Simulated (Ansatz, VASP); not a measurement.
# Cross-check of Sb (Antimony) between VASP and Ansatz, part 2 of 2

Wanted: the spread between two codes on one cell, functional and k mesh.

VASP 6.6.1 and Ansatz 0.2.0.

So far. Step 3 (VASP: band structure, PBE): At this level the cell is under a pressure of 2.8 GPa, so at these settings it is away from equilibrium.

### Step 7. VASP: band structure, PBE, spin-orbit coupling

Level of this step: PBE, spin-orbit coupling; plane waves and PAW (Sb) (VASP).

The same cell, functional, mesh and smearing now go to VASP, with its own data sets and cutoff.

Contents of INCAR:

```
SYSTEM = Sb
PREC = Accurate
ENCUT = 400
EDIFF = 1E-06
NELM = 100
ISMEAR = -1
SIGMA = 0.05
LREAL = .FALSE.
ALGO = Normal
GGA = PE
LNONCOLLINEAR = .TRUE.
MAGMOM = 0 0 0 0 0 0
NBANDS = 22
GGA_COMPAT = .FALSE.
LASPH = .TRUE.
LSORBIT = .TRUE.
LORBIT = 11
LWAVE = .FALSE.
LCHARG = .FALSE.
KPAR = 2
```

Contents of POSCAR:

```
Sb
1.0
    2.1542000000      1.2437279499      3.7580000000
   -2.1542000000      1.2437279499      3.7580000000
    0.0000000000     -2.4874558998      3.7580000000
Sb
2
Direct
    0.2334900000      0.2334900000      0.2334900000
    0.7665100000      0.7665100000      0.7665100000
```

Contents of KPOINTS:

```
Automatic mesh
0
Gamma
10 10 10
0 0 0
```

Contents of KPOINTS_OPT:

```
Line mode
16
Line-mode
Reciprocal
  0.00000000   0.00000000   0.00000000 GAMMA
  0.50000000   0.00000000   0.00000000 L

  0.50000000   0.00000000   0.00000000 L
  0.50000000   0.23968736  -0.23968736 B1

  0.76031264   0.50000000   0.23968736 B
  0.50000000   0.50000000   0.50000000 Z

  0.50000000   0.50000000   0.50000000 Z
  0.00000000   0.00000000   0.00000000 GAMMA

  0.00000000   0.00000000   0.00000000 GAMMA
  0.36984368   0.00000000  -0.36984368 X

  0.63015632   0.36984368   0.00000000 Q
  0.50000000   0.50000000   0.00000000 F

  0.50000000   0.50000000   0.00000000 F
  0.63015632   0.63015632   0.23968736 P1

  0.63015632   0.63015632   0.23968736 P1
  0.50000000   0.50000000   0.50000000 Z

  0.50000000   0.00000000   0.00000000 L
  0.76031264   0.36984368   0.36984368 P
```

The projector-augmented-wave data sets are Sb (PBE family, release 64).

On the command line:

```bash
> mpirun -np 2 vasp_ncl
```

Numbers of over 12 decimals in the logs are rounded to 6 here.

The log of the run:

```text
[... set-up lines as in an earlier step ...]
 entering main loop
       N       E                     dE             d eps       ncg     rms          rms(c)
DAV:   1     0.335772764607E+02    0.33577E+02   -0.28396E+03  5104   0.582E+02
DAV:   2    -0.598150792060E+01   -0.39559E+02   -0.37810E+02  6482   0.117E+02
DAV:   3    -0.836466683341E+01   -0.23832E+01   -0.23530E+01  6318   0.299E+01
DAV:   4    -0.838907425575E+01   -0.24407E-01   -0.24392E-01  5814   0.354E+00
[...]
DAV:   9    -0.838680911931E+01   -0.83893E-04   -0.86156E-05  5632   0.580E-02    0.139E-02
DAV:  10    -0.838682254349E+01   -0.13424E-04   -0.19012E-05  5760   0.279E-02    0.496E-03
DAV:  11    -0.838682283083E+01   -0.28734E-06   -0.13925E-06  5808   0.775E-03
   1 F= -.83868228E+01 E0= -.83861339E+01  d E =-.137794E-02  mag=     0.0000    -0.0000    -0.0000
 Start KPOINTS_OPT (optional k-point list driver)
k-point batch [1-116\144]
       N       E                     dE             ncg
DAV:   1     0.708347182448E+04   -0.16430E+05     5104
DAV:   2     0.244250197600E+04   -0.46410E+04     6648
DAV:   3     0.215565954555E+04   -0.28684E+03     6522
DAV:   4     0.215265870771E+04   -0.30008E+01     5842
DAV:   5     0.215261865586E+04   -0.40052E-01     5968
DAV:   6     0.215261769159E+04   -0.96427E-03     5984
DAV:   7     0.215261766320E+04   -0.28390E-04     5806
DAV:   8     0.215261766229E+04   -0.90625E-06     4190
k-point batch [117-144\144]
       N       E                     dE             ncg
DAV:   1     0.203597845259E+05   -0.50290E+04     1232
DAV:   2     0.192627628538E+05   -0.10970E+04     1656
DAV:   3     0.192002017953E+05   -0.62561E+02     1516
DAV:   4     0.191995881270E+05   -0.61367E+00     1370
DAV:   5     0.191995788035E+05   -0.93236E-02     1406
DAV:   6     0.191995785723E+05   -0.23121E-03     1334
DAV:   7     0.191995785650E+05   -0.72962E-05     1324
DAV:   8     0.191995785648E+05   -0.21894E-06      892
```

Parts of OUTCAR (step 7):

```text
  Total        1.1732565      1.1732565      0.9443448     -0.0000000      0.0000000      0.0000000
  in kB       31.1160243     31.1160243     25.0450390     -0.0000000      0.0000000      0.0000000
  external PRESSURE =      29.0923625 kB  Pullay stress =       0.0000000 kB

 POSITION                                       TOTAL-FORCE (eV/Angst)
 -----------------------------------------------------------------------------------
      0.00000      0.00000      2.63237         0.000000     -0.000000      0.230077
      0.00000      0.00000      8.64163         0.000000      0.000000     -0.230077
 -----------------------------------------------------------------------------------
    total drift:                                0.000000      0.000000     -0.000000

  FREE ENERGIE OF THE ION-ELECTRON SYSTEM (eV)
  ---------------------------------------------------
  free  energy   TOTEN  =        -8.3868228308 eV

  energy  without entropy=       -8.3854448864  energy(sigma->0) =       -8.38613386

 magnetization (x)
# of ion       s       p       d       tot
------------------------------------------
    1       -0.000   0.000   0.000   0.000
    2       -0.000   0.000   0.000   0.000
--------------------------------------------------
tot         -0.000   0.000   0.000   0.000

 magnetization (y)
# of ion       s       p       d       tot
------------------------------------------
    1        0.000   0.000   0.000   0.000
    2        0.000   0.000   0.000   0.000
--------------------------------------------------
tot          0.000   0.000   0.000   0.000

 magnetization (z)
# of ion       s       p       d       tot
------------------------------------------
    1        0.000   0.000   0.000   0.000
    2        0.000   0.000   0.000   0.000
--------------------------------------------------
tot          0.000   0.000   0.000   0.000

[... 1 part as in an earlier step ...]

[... 2 further parts left out ...]
[key lines of the parts left out:]
E-fermi :   7.2435
```

At this level the cell is under a pressure of 2.9 GPa, so at these settings it is away from equilibrium.

### Step 8. Comparison

What differs besides the data sets and the points named for the pairs above, as far as they apply: spin-orbit coupling enters by fully relativistic files in Ansatz and inside the spheres in VASP; the data sets hold 30 valence electrons in Ansatz (fully relativistic PAW (standard-fr) files) and 10 in VASP. Total energies have different zeros and are not compared.

The two programs side by side:

| quantity | Ansatz | VASP | difference |
| --- | --- | --- | --- |
| pressure (GPa) | 2.81 | 2.91 | -0.10 |

Forces (eV/Å; atoms numbered as in POSCAR):

| atom | Ansatz x, y, z | VASP x, y, z |
| --- | --- | --- |
| Sb1 | 0.000, 0.000, 0.180 | 0.000, 0.000, 0.230 |
| Sb2 | 0.000, 0.000, -0.180 | 0.000, 0.000, -0.230 |

The forces differ by 29 meV/Å r.m.s., which is 21.8 % of the r.m.s. force of 0.13 eV/Å (both taken over all components). Levels from 3 eV below to 2 eV above the Fermi level differ by 10 meV r.m.s. and 32 meV at most; each VASP level is matched to the nearest of Ansatz, which flatters the figure a little. Ansatz's pressure holds a Pulay correction of 0.03 GPa; VASP's holds none.

### Step 9. What the set-up changes

Further runs change the set-up of one program: Ansatz's method, potentials or start, or VASP's data sets, cutoff or form of LDA. The table gives Ansatz less VASP for each quantity, since a change that brings one quantity closer may part another.

| run | r.m.s. force difference (meV/Å) | pressure (GPa) |
| --- | --- | --- |
| as above | 29 | -0.099 |
| Ansatz's larger PAW set (cutoff 430 eV) | 29 | -0.095 |
| norm-conserving potentials (cutoff 1088 eV) | 21 | -0.086 |

### Step 10. VASP: single point, PBE

A single point gives forces, pressure and levels at one fixed geometry, so differences don't come from the geometry; what else differs is listed under the comparison.

Contents of INCAR:

```
SYSTEM = Sb
PREC = Accurate
ENCUT = 400
EDIFF = 1E-06
NELM = 100
ISMEAR = -5
SIGMA = 0.05
LREAL = .FALSE.
ALGO = Normal
GGA = PE
NBANDS = 17
LORBIT = 11
LWAVE = .FALSE.
LCHARG = .FALSE.
KPAR = 2
NEDOS = 2001
```

POSCAR is that of step 7.

KPOINTS is that of step 7.

On the command line:

```bash
> mpirun -np 2 vasp_std
```

The log of the run:

```text
[... set-up lines as in an earlier step ...]
 entering main loop
       N       E                     dE             d eps       ncg     rms          rms(c)
DAV:   1     0.259268454170E+02    0.25927E+02   -0.29201E+03  3944   0.375E+02
DAV:   2    -0.689015841218E+01   -0.32817E+02   -0.31684E+02  5282   0.778E+01
DAV:   3    -0.824343449534E+01   -0.13533E+01   -0.13485E+01  4679   0.163E+01
DAV:   4    -0.825400909797E+01   -0.10575E-01   -0.10570E-01  5167   0.179E+00
[...]
DAV:   9    -0.825140467123E+01   -0.28242E-04   -0.40962E-05  4526   0.278E-02    0.620E-03
DAV:  10    -0.825140597001E+01   -0.12988E-05   -0.37820E-06  5044   0.832E-03    0.161E-03
DAV:  11    -0.825140608357E+01   -0.11356E-06   -0.46090E-07  2987   0.319E-03
   1 F= -.82514061E+01 E0= -.82514061E+01  d E =0.000000E+00
 -----------------------------------------------------------------------------
|                                                                             |
|           W    W    AA    RRRRR   N    N  II  N    N   GGGG   !!!           |
|           W    W   A  A   R    R  NN   N  II  NN   N  G    G  !!!           |
|           W    W  A    A  R    R  N N  N  II  N N  N  G       !!!           |
|           W WW W  AAAAAA  RRRRR   N  N N  II  N  N N  G  GGG   !            |
|           WW  WW  A    A  R   R   N   NN  II  N   NN  G    G                |
|           W    W  A    A  R    R  N    N  II  N    N   GGGG   !!!           |
|                                                                             |
|     Tetrahedron method does not include variations of the Fermi             |
|     occupations, so forces and stress will be inaccurate. We suggest        |
|     using a different smearing scheme ISMEAR = 1 or 2 for metals in         |
|     relaxations.                                                            |
|                                                                             |
 -----------------------------------------------------------------------------
```

Parts of OUTCAR (step 10):

```text
  Total        1.1346781      1.1346781      0.8845956      0.0000000     -0.0000000      0.0000000
  in kB       30.0928843     30.0928843     23.4604264      0.0000000     -0.0000000      0.0000000
  external PRESSURE =      27.8820650 kB  Pullay stress =       0.0000000 kB

 POSITION                                       TOTAL-FORCE (eV/Angst)
 -----------------------------------------------------------------------------------
      0.00000      0.00000      2.63237         0.000000      0.000000      0.230406
      0.00000      0.00000      8.64163         0.000000     -0.000000     -0.230406
 -----------------------------------------------------------------------------------
    total drift:                                0.000000      0.000000     -0.000000

  FREE ENERGIE OF THE ION-ELECTRON SYSTEM (eV)
  ---------------------------------------------------
  free  energy   TOTEN  =        -8.2514060836 eV

  energy  without entropy=       -8.2514060836  energy(sigma->0) =       -8.25140608

[... 2 parts as in an earlier step ...]

[... 1 further part left out ...]
[key lines of the parts left out:]
E-fermi :   7.1904
```

With tetrahedra the forces and stress of a metal are not exact derivatives of the energy.

### Step 11. Ansatz: single point, PBE

The same cell, functional, mesh and smearing now go to Ansatz, which takes its cutoff from its data sets.

Contents of input.yaml:

```yaml
crystal:
  lattice:
    - [2.1542, 1.2437279499, 3.758]
    - [-2.1542, 1.2437279499, 3.758]
    - [0.0, -2.4874558998, 3.758]
  atoms:
    - { symbol: Sb, position: [0.23349, 0.23349, 0.23349] }
    - { symbol: Sb, position: [0.76651, 0.76651, 0.76651] }
hamiltonian:
  xc: pbe
  pseudopotentials: { kind: paw }
kpoints:
  mp_grid: { grid: [10, 10, 10] }
scf:
  occupations: { method: tetrahedron }
output:
  forces: true
  stress: true
```

On the command line:

```bash
> ansatz run input.yaml --threads 2 --pin off --max-ram 4608MiB --backend cpu --events-out ev --progress --plain --runs-dir out
```

The log of the run:

```text
Warning: output.forces, output.stress, relax.cell or npt_langevin: where a Kohn–Sham band that disperses or a degenerate level is filled in part under the method tetrahedron, the forces or the stress that this run publishes need not agree with its energy (scf.occupations.method in the input reference, under Limitations); prefer a smearing scheme for the forces or the stress
[...]
--- Band table (eV; the first three rows and the last of 116) ---
  k-point 0: bands = [... 11 lower, 5.2749, 8.0236, 8.2910, 8.2910, 12.1725, 12.7880, 12.7880, 15.2324]
  k-point 1: bands = [... 11 lower, 4.7864, 8.0611, 8.2640, 8.4713, 12.1237, 12.4908, 12.5253, 14.7779]
  k-point 2: bands = [... 11 lower, 3.7087, 8.0687, 8.2064, 8.8397, 11.6848, 11.8474, 11.8941, 14.7553]
  k-point 115: bands = [... 11 lower, 1.1013, 8.7749, 8.7749, 9.6291, 10.2209, 10.2209, 11.2001, 17.1194]
[key lines of the parts left out:]
SCF converged after 6 iterations
Free energy (F): -12968.955753 eV
Fermi energy:    10.002713 eV
P = ⅓ Tr σ = 2.7165 GPa (27.165 kbar)
```

It took 6.1 s on 2 threads of Arm Neoverse N1, shared host; peak memory 0.37 GiB.

The run ends at a pressure of 2.72 GPa, with forces up to 0.18 eV/Å.

### Step 12. Side by side

Both answers:

| quantity | Ansatz | VASP | difference |
| --- | --- | --- | --- |
| pressure (GPa) | 2.72 | 2.79 | -0.07 |

Forces (eV/Å; atoms numbered as in POSCAR):

| atom | Ansatz x, y, z | VASP x, y, z |
| --- | --- | --- |
| Sb1 | 0.000, 0.000, 0.183 | 0.000, 0.000, 0.230 |
| Sb2 | 0.000, 0.000, -0.183 | 0.000, 0.000, -0.230 |

The forces differ by 27 meV/Å r.m.s., which is 20.4 % of the r.m.s. force of 0.13 eV/Å (both taken over all components). Ansatz's pressure holds a Pulay correction of 0.03 GPa; VASP's holds none.

### Step 13. Further runs

Further runs change the set-up of one program: Ansatz's method, potentials or start, or VASP's data sets, cutoff or form of LDA. The table gives Ansatz less VASP for each quantity, since a change that brings one quantity closer may part another.

| run | r.m.s. force difference (meV/Å) | pressure (GPa) |
| --- | --- | --- |
| as above | 27 | -0.072 |
| Ansatz's all-electron LAPW method | 27 | -0.066 |
| Ansatz's larger PAW set (cutoff 430 eV) | 27 | -0.069 |
| norm-conserving potentials (cutoff 1088 eV) | 27 | -0.046 |

### Step 14. What came out

* r.m.s. force difference (band structure, PBE): 27 meV/Å
* r.m.s. force difference (band structure, PBE, spin-orbit coupling): 29 meV/Å
* r.m.s. force difference (single point, PBE): 27 meV/Å

The r.m.s. force difference is 29 meV/Å (band structure, PBE, spin-orbit coupling), beyond the 12 meV/Å picked in this series as the mark of a large difference. Band structure, PBE, norm-conserving potentials (cutoff 1088 eV): the difference in pressure goes from -0.076 to -0.051 GPa. Band structure, PBE, spin-orbit coupling, norm-conserving potentials (cutoff 1088 eV): r.m.s. force difference goes from 29 to 21 meV/Å. Single point, PBE, norm-conserving potentials (cutoff 1088 eV): the difference in pressure goes from -0.072 to -0.046 GPa. 3 further runs of this series are not shown here. How closely two codes agree says nothing of how well the functional describes the real material.

[Lines on the potential files, build, host, timing and source positions are cut from VASP's logs without a mark.]

[Logs are printed without paths, hosts, clocks, repeated set-up lines and the standing remarks that a program may print on its own settings, such as how far it seeks lower states.]

[Hosts, paths, dates, database ids (printed as entryN), source tags and the programs' standing remarks are cut or masked in the printed files.]
